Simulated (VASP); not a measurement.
A convergence study with VASP on Co (hcp): one setting is varied, all else stays as given below, so the limit is that of these other settings.

```xyz
2
Lattice="1.2550 -2.1737 0.0000 1.2550 2.1737 0.0000 0.0000 0.0000 4.0700" Properties=species:S:1:pos:R:3 pbc="T T T"
Co     1.2550     0.7246     1.0175
Co     1.2550    -0.7246     3.0525
```
Starting moments (μB, in the order of the record's atoms Co Co): 1.8 1.8.

Method: PBE GGA, VASP's PBE PAW potentials (set 64) (plane waves; VASP 6.6.1). The tightest run used: 550 eV cut-off, 27×27×14 Γ-centred mesh, first-order Methfessel-Paxton smearing of 0.10 eV, potentials Co.

### Question
The settings run are 1×1×1 mesh; 2×2×1 mesh; 3×3×2 mesh; 4×4×2 mesh; 6×6×3 mesh; 7×7×4 mesh; 8×8×4 mesh; 9×9×5 mesh; 10×10×5 mesh; 11×11×6 mesh; 12×12×6 mesh; 13×13×7 mesh; 15×15×8 mesh; 16×16×8 mesh; 17×17×9 mesh; 18×18×9 mesh; 19×19×10 mesh; 20×20×11 mesh; 21×21×11 mesh; 22×22×12 mesh; 24×24×13 mesh; 25×25×13 mesh; 26×26×14 mesh; 27×27×14 mesh. From which on does the energy per atom stay within 0.01 eV/atom of the tightest run?

### Answer
From 8×8×4 mesh on: it is off by 0.0044 there and by no more than 0.01 in any finer run, while 7×7×4 mesh is off by 0.0183.
```json
[
 {"setting": "1×1×1 mesh", "E (eV/atom)": "-10.2921", "pressure (GPa)": "3.22", "moment (μB)": "6.000", "irreducible k-points": "1", "difference judged (eV/atom)": "3.2613"},
 {"setting": "2×2×1 mesh", "E (eV/atom)": "-6.7012", "pressure (GPa)": "-6.71", "moment (μB)": "2.496", "irreducible k-points": "2", "difference judged (eV/atom)": "0.3296"},
 {"setting": "3×3×2 mesh", "E (eV/atom)": "-6.8987", "pressure (GPa)": "-3.82", "moment (μB)": "2.996", "irreducible k-points": "6", "difference judged (eV/atom)": "0.1321"},
 {"setting": "4×4×2 mesh", "E (eV/atom)": "-7.0160", "pressure (GPa)": "-3.80", "moment (μB)": "3.377", "irreducible k-points": "8", "difference judged (eV/atom)": "0.0148"},
 {"setting": "6×6×3 mesh", "E (eV/atom)": "-7.0661", "pressure (GPa)": "-4.92", "moment (μB)": "3.333", "irreducible k-points": "14", "difference judged (eV/atom)": "0.0353"},
 {"setting": "7×7×4 mesh", "E (eV/atom)": "-7.0125", "pressure (GPa)": "-5.23", "moment (μB)": "3.240", "irreducible k-points": "24", "difference judged (eV/atom)": "0.0183"},
 {"setting": "8×8×4 mesh", "E (eV/atom)": "-7.0352", "pressure (GPa)": "-5.68", "moment (μB)": "3.189", "irreducible k-points": "30", "difference judged (eV/atom)": "0.0044"},
 {"setting": "9×9×5 mesh", "E (eV/atom)": "-7.0267", "pressure (GPa)": "-6.22", "moment (μB)": "3.099", "irreducible k-points": "36", "difference judged (eV/atom)": "0.0041"},
 {"setting": "10×10×5 mesh", "E (eV/atom)": "-7.0286", "pressure (GPa)": "-4.29", "moment (μB)": "3.359", "irreducible k-points": "42", "difference judged (eV/atom)": "0.0022"},
 {"setting": "11×11×6 mesh", "E (eV/atom)": "-7.0323", "pressure (GPa)": "-6.17", "moment (μB)": "3.118", "irreducible k-points": "64", "difference judged (eV/atom)": "0.0015"},
 {"setting": "12×12×6 mesh", "E (eV/atom)": "-7.0276", "pressure (GPa)": "-4.39", "moment (μB)": "3.341", "irreducible k-points": "76", "difference judged (eV/atom)": "0.0032"},
 {"setting": "13×13×7 mesh", "E (eV/atom)": "-7.0313", "pressure (GPa)": "-5.20", "moment (μB)": "3.242", "irreducible k-points": "84", "difference judged (eV/atom)": "0.0005"},
 {"setting": "15×15×8 mesh", "E (eV/atom)": "-7.0323", "pressure (GPa)": "-4.89", "moment (μB)": "3.281", "irreducible k-points": "135", "difference judged (eV/atom)": "0.0015"},
 {"setting": "16×16×8 mesh", "E (eV/atom)": "-7.0304", "pressure (GPa)": "-5.80", "moment (μB)": "3.165", "irreducible k-points": "150", "difference judged (eV/atom)": "0.0004"},
 {"setting": "17×17×9 mesh", "E (eV/atom)": "-7.0313", "pressure (GPa)": "-4.90", "moment (μB)": "3.278", "irreducible k-points": "165", "difference judged (eV/atom)": "0.0005"},
 {"setting": "18×18×9 mesh", "E (eV/atom)": "-7.0302", "pressure (GPa)": "-5.60", "moment (μB)": "3.186", "irreducible k-points": "185", "difference judged (eV/atom)": "0.0006"},
 {"setting": "19×19×10 mesh", "E (eV/atom)": "-7.0305", "pressure (GPa)": "-5.05", "moment (μB)": "3.255", "irreducible k-points": "240", "difference judged (eV/atom)": "0.0003"},
 {"setting": "20×20×11 mesh", "E (eV/atom)": "-7.0315", "pressure (GPa)": "-5.32", "moment (μB)": "3.223", "irreducible k-points": "264", "difference judged (eV/atom)": "0.0007"},
 {"setting": "21×21×11 mesh", "E (eV/atom)": "-7.0295", "pressure (GPa)": "-5.17", "moment (μB)": "3.246", "irreducible k-points": "288", "difference judged (eV/atom)": "0.0013"},
 {"setting": "22×22×12 mesh", "E (eV/atom)": "-7.0311", "pressure (GPa)": "-5.25", "moment (μB)": "3.232", "irreducible k-points": "364", "difference judged (eV/atom)": "0.0003"},
 {"setting": "24×24×13 mesh", "E (eV/atom)": "-7.0307", "pressure (GPa)": "-5.11", "moment (μB)": "3.251", "irreducible k-points": "427", "difference judged (eV/atom)": "0.0001"},
 {"setting": "25×25×13 mesh", "E (eV/atom)": "-7.0305", "pressure (GPa)": "-5.41", "moment (μB)": "3.214", "irreducible k-points": "455", "difference judged (eV/atom)": "0.0003"},
 {"setting": "26×26×14 mesh", "E (eV/atom)": "-7.0304", "pressure (GPa)": "-5.01", "moment (μB)": "3.266", "irreducible k-points": "560", "difference judged (eV/atom)": "0.0004"},
 {"setting": "27×27×14 mesh", "E (eV/atom)": "-7.0308", "pressure (GPa)": "-5.35", "moment (μB)": "3.220", "irreducible k-points": "600", "difference judged (eV/atom)": "0.0000"}
]
```

Left out are rungs that failed or repeat a setting and relaxations that didn't move; long series are thinned to 24 rows.

The compound is Co in the hcp structure. The cell was not relaxed at this level. The spin order is the one that the start imposed; others were not tried in this run.
